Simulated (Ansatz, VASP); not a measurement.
# NiSb (Breithauptite): VASP beside Ansatz, part 2 of 2

Aim: how closely do two programs agree when they are given the same cell, functional and k mesh? The cell is taken from a series of runs on this material, whose earlier steps may have relaxed, scaled, displaced or heated it; both programs get it as it stands.

VASP 6.6.1 and Ansatz 0.2.0.

So far: Starting point; Ansatz: relaxation of cell and atoms, r2SCAN.

**3. VASP: relaxation of cell and atoms, r2SCAN**

Level of this step: r2SCAN, no spin polarisation; plane waves and PAW (Ni, Sb) (VASP).

The same cell, functional, mesh and smearing now go to VASP, with its own data sets.

Lines of VASP's logs that name or quote its potential files are left out, and so is its time.

File INCAR:

```
SYSTEM = NiSb
PREC = Accurate
ENCUT = 660
EDIFF = 1E-07
NELM = 120
ISMEAR = 0
SIGMA = 0.1
LREAL = .FALSE.
ALGO = Normal
METAGGA = R2SCAN
LASPH = .TRUE.
NBANDS = 21
LORBIT = 11
LWAVE = .FALSE.
LCHARG = .FALSE.
ISIF = 3
IBRION = 2
NSW = 80
EDIFFG = -0.005
GGA_COMPAT = .FALSE.
NELMIN = 4
LMIXTAU = .TRUE.
KPAR = 2
```

File POSCAR:

```
NiSb
1.0
    3.9400000000      0.0000000000      0.0000000000
   -1.9700000000      3.4121400000      0.0000000000
    0.0000000000      0.0000000000      5.1400000000
Ni Sb
2 2
Direct
    0.0000000000      0.0000000000      0.0000000000
    0.0000000000      0.0000000000      0.5000000000
    0.3333333333      0.6666666667      0.2500000000
    0.6666666667      0.3333333333      0.7500000000
```

File KPOINTS:

```
Automatic mesh
0
Gamma
12 12 8
0 0 0
```

PAW data sets: Ni and Sb (PBE family, release 64).

On the command line:

```bash
mpirun -np 2 vasp_std
```

Numbers of over 12 decimals in the logs are rounded to 6 here.

What it wrote:

```text
[banner, memory and clock lines left out]
running    2 mpi-ranks, on    1 nodes
 distrk:  each k-point on    1 cores,    2 groups
 distr:  one band on    1 cores,    1 groups

 POSCAR found type information on POSCAR NiSb
 POSCAR found :  2 types and       4 ions
|                                                                             |
|               ----> ADVICE to this user running VASP <----                  |
|                                                                             |
|     You enforced a specific xc type in the INCAR file but a different       |
|     [... a line on the potential file left out ...]
|     I HOPE YOU KNOW WHAT YOU ARE DOING!                                     |
|                                                                             |

 LDA part: xc-table for (None), standard interpolation
 POSCAR, INCAR and KPOINTS ok, starting setup
 FFT: planning ... GRIDC
 FFT: planning ... GRID_SOFT
 FFT: planning ... GRID
 WAVECAR not read
 entering main loop
       N       E                     dE             d eps       ncg     rms          rms(c)
DAV:   1     0.136166529546E+03    0.13617E+03   -0.15059E+04  3990   0.184E+03
DAV:   2    -0.699213890638E+02   -0.20609E+03   -0.19817E+03  4060   0.340E+02
DAV:   3    -0.809555029156E+02   -0.11034E+02   -0.10703E+02  4640   0.986E+01
DAV:   4    -0.811999819302E+02   -0.24448E+00   -0.24362E+00  4521   0.131E+01
DAV:   5    -0.812082920329E+02   -0.83101E-02   -0.83090E-02  5452   0.255E+00    0.126E+01
DAV:   6    -0.803851468787E+02    0.82315E+00   -0.32411E+01  4340   0.107E+02    0.179E+01
DAV:   7    -0.761704003942E+02    0.42147E+01   -0.97250E+00  4510   0.667E+01    0.387E+00
DAV:   8    -0.763509907124E+02   -0.18059E+00   -0.18544E+00  5456   0.170E+01    0.317E+00
DAV:   9    -0.763390939140E+02    0.11897E-01   -0.25345E-01  4995   0.844E+00    0.815E-01
DAV:  10    -0.763663038351E+02   -0.27210E-01   -0.34779E-02  4706   0.191E+00    0.357E-01
DAV:  11    -0.763657939996E+02    0.50984E-03   -0.24086E-03  5653   0.526E-01    0.149E-01
DAV:  12    -0.763669981967E+02   -0.12042E-02   -0.51816E-03  4737   0.892E-01    0.812E-02
DAV:  13    -0.763673227322E+02   -0.32454E-03   -0.56767E-04  4309   0.304E-01    0.355E-02
DAV:  14    -0.763673241319E+02   -0.13998E-05   -0.54134E-05  4421   0.753E-02    0.964E-03
DAV:  15    -0.763673475045E+02   -0.23373E-04   -0.19222E-05  4404   0.561E-02    0.403E-03
DAV:  16    -0.763673442563E+02    0.32482E-05   -0.22014E-06  4405   0.194E-02    0.223E-03
DAV:  17    -0.763673473485E+02   -0.30922E-05   -0.63445E-07  4290   0.103E-02    0.706E-04
DAV:  18    -0.763673463318E+02    0.10167E-05   -0.83635E-08  2695   0.364E-03    0.223E-04
DAV:  19    -0.763673467047E+02   -0.37286E-06   -0.15369E-08  2225   0.186E-03    0.265E-04
DAV:  20    -0.763673465653E+02    0.13935E-06   -0.34083E-09  2200   0.987E-04    0.178E-04
DAV:  21    -0.763673465794E+02   -0.14110E-07   -0.14326E-09  2150   0.388E-04
   1 F= -.76367347E+02 E0= -.76363922E+02  d E =-.763673E+02
 curvature:   0.00 expect dE= 0.000E+00 dE for cont linesearch  0.000E+00
 trial: gam= 0.00000 g(F)=  0.452E-47 g(S)=  0.781E-02 ort = 0.000E+00 (trialstep = 0.100E+01)
 search vector abs. value=  0.781E-02
 bond charge predicted
       N       E                     dE             d eps       ncg     rms          rms(c)
DAV:   1    -0.765159226879E+02   -0.14858E+00   -0.14206E+00  4410   0.195E+01    0.367E+00
DAV:   2    -0.767630356929E+02   -0.24711E+00   -0.26915E+00  4511   0.321E+01    0.512E+00
DAV:   3    -0.763683197283E+02    0.39472E+00   -0.11149E+00  4538   0.222E+01    0.446E-01
DAV:   4    -0.763700650828E+02   -0.17454E-02   -0.49571E-02  4445   0.167E+00    0.474E-01
DAV:   5    -0.763676050498E+02    0.24600E-02   -0.54527E-03  4617   0.142E+00    0.938E-02
DAV:   6    -0.763677161650E+02   -0.11112E-03   -0.39320E-04  4306   0.156E-01    0.627E-02
DAV:   7    -0.763676699408E+02    0.46224E-04   -0.61278E-05  4414   0.934E-02    0.272E-02
DAV:   8    -0.763677052738E+02   -0.35333E-04   -0.11199E-04  5079   0.136E-01    0.923E-03
DAV:   9    -0.763677121685E+02   -0.68947E-05   -0.91971E-06  4355   0.370E-02    0.363E-03
DAV:  10    -0.763677096324E+02    0.25361E-05   -0.91892E-07  4305   0.121E-02    0.321E-03
DAV:  11    -0.763677111558E+02   -0.15234E-05   -0.83271E-07  4498   0.145E-02    0.542E-04
DAV:  12    -0.763677108867E+02    0.26911E-06   -0.43281E-08  2145   0.183E-03    0.289E-04
DAV:  13    -0.763677109914E+02   -0.10468E-06   -0.10581E-08  2110   0.101E-03    0.153E-04
DAV:  14    -0.763677107980E+02    0.19332E-06   -0.43727E-09  2075   0.775E-04    0.846E-05
DAV:  15    -0.763677108037E+02   -0.56639E-08   -0.13608E-09  2085   0.430E-04
   2 F= -.76367711E+02 E0= -.76364197E+02  d E =-.364224E-03
 trial-energy change:   -0.000364  1 .order   -0.000237   -0.007814    0.007340
 step:   0.5282(harm=  0.5156)  dis= 0.00000  next Energy=   -76.369429 (dE=-0.208E-02)
 bond charge predicted
       N       E                     dE             d eps       ncg     rms          rms(c)
DAV:   1    -0.764017438368E+02   -0.34033E-01   -0.31323E-01  4400   0.930E+00    0.168E+00
DAV:   2    -0.764507622177E+02   -0.49018E-01   -0.56988E-01  4546   0.149E+01    0.238E+00
DAV:   3    -0.763700637892E+02    0.80698E-01   -0.23549E-01  4505   0.980E+00    0.285E-01
DAV:   4    -0.763695330114E+02    0.53078E-03   -0.61731E-03  4103   0.639E-01    0.100E-01
DAV:   5    -0.763694009307E+02    0.13208E-03   -0.47190E-04  5179   0.371E-01    0.173E-02
DAV:   6    -0.763694143668E+02   -0.13436E-04   -0.97555E-05  4300   0.813E-02    0.145E-02
DAV:   7    -0.763694277799E+02   -0.13413E-04   -0.10492E-05  4338   0.321E-02    0.115E-02
DAV:   8    -0.763694297681E+02   -0.19883E-05   -0.18302E-06  4285   0.136E-02    0.800E-03
DAV:   9    -0.763694331689E+02   -0.34007E-05   -0.37496E-06  4564   0.219E-02    0.366E-03
DAV:  10    -0.763694331630E+02    0.58726E-08   -0.43876E-07  4150   0.568E-03
   3 F= -.76369433E+02 E0= -.76365970E+02  d E =-.208658E-02
 curvature:  -0.26 expect dE=-0.132E-05 dE for cont linesearch -0.603E-09
 trial: gam= 0.00011 g(F)=  0.300E-47 g(S)=  0.511E-05 ort = 0.428E-05 (trialstep = 0.906E+00)
 search vector abs. value=  0.512E-05
 reached required accuracy - stopping structural energy minimisation
```

Parts of OUTCAR (step 3):

```text
ion  position               nearest neighbor table
   1  0.000  0.000  0.000-   2 2.57   2 2.57   3 2.61   4 2.61   3 2.61   4 2.61   4 2.61   3 2.61

  LATTYP: Found a hexagonal cell.
 ALAT       =     3.9400000000
 C/A-ratio  =     1.3045685279

 Subroutine GETGRP returns: Found 24 space group operations
 (whereof 12 operations were pure point group operations)

The static configuration has the point symmetry D_3d.
 The point group associated with its full space group is D_6h.

 Found     95 irreducible k-points:

   k-points           NKPTS =     95   k-points in BZ     NKDIM =     95   number of bands    NBANDS=     21

   dimension x,y,z NGX =    36 NGY =   36 NGZ =   48
   dimension x,y,z NGXF=    72 NGYF=   72 NGZF=   96

   ENCUT  =  660.0 eV  48.51 Ry    6.96 a.u.   8.25  8.25 10.77*2*pi/ulx,y,z

   NELECT =      30.0000    total number of electrons

 k-points in reciprocal lattice and weights: Automatic mesh
   0.00000000  0.00000000  0.00000000       0.001
   0.08333333 -0.00000000  0.00000000       0.005
   0.16666667 -0.00000000  0.00000000       0.005
   0.25000000 -0.00000000  0.00000000       0.005
   0.33333333 -0.00000000  0.00000000       0.005
   0.41666667 -0.00000000  0.00000000       0.005
   0.50000000 -0.00000000  0.00000000       0.003
   0.08333333  0.08333333  0.00000000       0.005
   0.16666667  0.08333333  0.00000000       0.010
[...]
0.33333333  0.25000000  0.50000000       0.010
   0.33333333  0.33333333  0.50000000       0.002

 average (electrostatic) potential at core
       1 -86.7433       2 -86.7433       3 -88.1300       4 -88.1300

 E-fermi :   9.9831

 k-point     1 :       0.0000    0.0000    0.0000
  band No.  band energies     occupation
    ...
      9       7.7285      2.00000
     10       7.7285      2.00000
     11       8.5419      2.00000
     12       8.5419      2.00000
     13       9.8678      1.89708
     14      10.5220      0.00000
     15      10.5220      0.00000
     16      12.5162      0.00000
     17      12.5162      0.00000
     18      13.5165      0.00000
    ...

 k-point     2 :       0.0833   -0.0000    0.0000
  band No.  band energies     occupation
    ...
     10       7.7461      2.00000
     11       8.5345      2.00000
     12       8.5420      2.00000
     13       9.8328      1.96648
     14       9.8396      1.95758
     15      10.1839      0.00452
     16      12.1063      0.00000
     17      12.8305      0.00000
     18      14.0864      0.00000
     19      14.3791      0.00000
    ...

 k-point     3 :       0.1667   -0.0000    0.0000
  band No.  band energies     occupation
    ...
     11       8.5165      2.00000
     12       8.5422      2.00000
     13       8.7677      2.00000
     14       9.5325      2.00000
     15       9.7463      1.99919
     16      11.5415      0.00000
     17      13.3674      0.00000
     18      13.5256      0.00000
     19      15.0125      0.00000
     20      16.0708      0.00000
    ...

  Total        0.0083524      0.0083524     -0.0168682      0.0000000      0.0000000      0.0000000
  in kB        0.1953877      0.1953877     -0.3945990      0.0000000      0.0000000      0.0000000
  external PRESSURE =      -0.0012745 kB  Pullay stress =       0.0000000 kB

  energy-cutoff  :      660.00
  volume of cell :       68.49
      direct lattice vectors                 reciprocal lattice vectors
     3.928476037 -0.000000000  0.000000000     0.254551635  0.146965459 -0.000000000
    -1.964238019  3.402159956  0.000000000     0.000000000  0.293930918  0.000000000
     0.000000000 -0.000000000  5.124423652     0.000000000  0.000000000  0.195143897

 POSITION                                       TOTAL-FORCE (eV/Angst)
 -----------------------------------------------------------------------------------
      0.00000      0.00000      0.00000         0.000000     -0.000000     -0.000000
      0.00000     -0.00000      2.56221         0.000000      0.000000     -0.000000
     -0.00000      2.26811      1.28111        -0.000000      0.000000     -0.000000
      1.96424      1.13405      3.84332         0.000000     -0.000000      0.000000
 -----------------------------------------------------------------------------------
    total drift:                               -0.000000      0.000000      0.000000

  FREE ENERGIE OF THE ION-ELECTRON SYSTEM (eV)
  ---------------------------------------------------
  free  energy   TOTEN  =       -76.3694331630 eV

  energy  without entropy=      -76.3625070951  energy(sigma->0) =      -76.36597013

 reached required accuracy - stopping structural energy minimisation

 total charge
# of ion       s       p       d       tot
------------------------------------------
    1        0.458   0.508   8.478   9.443
    2        0.458   0.508   8.478   9.443
    3        1.108   1.237   0.078   2.423
    4        1.108   1.237   0.078   2.423
--------------------------------------------------
tot          3.132   3.490  17.111  23.732

[... 3 further parts left out ...]
```

CONTCAR:

```
NiSb
   1.00000000000000
     3.9284760371005580   -0.0000000000000000    0.0000000000000000
    -1.9642380185502790    3.4021599561745179    0.0000000000000000
     0.0000000000000000   -0.0000000000000000    5.1244236521643449
  Ni              Sb
     2     2
Direct
     0.0000000000000000    0.0000000000000000    0.0000000000000000
     0.0000000000000000    0.0000000000000000    0.5000000000000000
     0.3333333332999970    0.6666666667000030    0.2500000000000000
     0.6666666667000030    0.3333333332999970    0.7500000000000000
```

This run has no spin polarisation, so a moment on Ni, if there is one, isn't seen. The run keeps the 24 symmetry operations of its start, so it cannot find a distortion of lower symmetry.

**4. Side by side**

Known differences besides the potentials themselves: VASP keeps PBE cores, Ansatz makes them for the functional; the data sets hold 66 valence electrons in Ansatz (on its default PAW (the set named soft_2) files) and 30 in VASP; the cutoff is 500 eV in Ansatz and 660 eV in VASP; Ansatz adds a Pulay correction to the stress that steers its cell, VASP none. Total energies have different zeros and are not compared.

Both answers:

| quantity | Ansatz | VASP | difference |
| --- | --- | --- | --- |
| volume (Å³) | 68.53 | 68.49 | +0.05 % |
| edge a after relaxation, in the typed setting (Å) | 3.931 | 3.929 | +0.06 % |
| edge c after relaxation, in the typed setting (Å) | 5.121 | 5.124 | -0.06 % |

**5. Results**

* difference in edge c after relaxation, in the typed setting (relaxation of cell and atoms, r2SCAN): -0.062 %

What this shows: The difference in edge c after relaxation, in the typed setting is -0.062 % (relaxation of cell and atoms, r2SCAN), within the 1.2 % picked in this series as the mark of a large difference, as far as the stopping tolerances let one tell. The data sets hold unlike numbers of valence electrons (66 in Ansatz and 30 in VASP), so part of the differences comes from the potentials. How closely two codes agree says nothing of how well the functional describes the real material.

[Lines on the potential files, build, host, timing and source positions are cut from VASP's logs without a mark.]

[Logs are printed without paths, hosts, clocks, repeated set-up lines and the standing remarks that a program may print on its own settings, such as how far it seeks lower states.]

[Hosts, paths, dates, database ids (printed as entryN), source tags and the programs' standing remarks are cut or masked in the printed files.]
